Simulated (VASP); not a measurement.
A convergence study with VASP on Ta (bcc): one setting is varied, all else stays as given below, so the limit is that of these other settings.

```
CELL_PARAMETERS angstrom
     -1.65000     1.65000     1.65000
      1.65000    -1.65000     1.65000
      1.65000     1.65000    -1.65000
ATOMIC_POSITIONS crystal
  Ta 0.00000 0.00000 0.00000
```

The numbers are results of PBEsol GGA, VASP's PBE PAW potentials (set 64) (plane waves; VASP 6.6.1), not measurements. The tightest run used: 550 eV cut-off, 25×25×25 Γ-centred mesh, first-order Methfessel-Paxton smearing of 0.10 eV, potentials Ta_pv.

```
setting     E (eV/atom)  pressure (GPa)  irreducible k-points
----------  -----------  --------------  --------------------
1×1×1 mesh     -12.1436          108.99                     1
2×2×2 mesh     -13.3090          -29.18                     3
3×3×3 mesh     -12.7082           -3.85                     4
4×4×4 mesh     -12.6368           -2.98                     8
5×5×5 mesh     -12.4680            0.53                    10
6×6×6 mesh     -12.4577           -0.61                    16
7×7×7 mesh     -12.5757           -2.38                    20
9×9×9 mesh     -12.5259           -3.59                    35
```

Question: These are the cheaper rows. Estimate the results at 25×25×25 mesh, and how far the last row shown lies from them.

Answer: 
```json
[
 {"quantity": "E (eV/atom)", "tightest run": "-12.5472", "last row shown is off by": "0.0212"},
 {"quantity": "pressure (GPa)", "tightest run": "-3.30", "last row shown is off by": "-0.28"}
]
```

Left out are rungs that failed or repeat a setting and relaxations that didn't move; long series are thinned to 24 rows.

The compound is Ta in the bcc structure. The cell was not relaxed at this level.
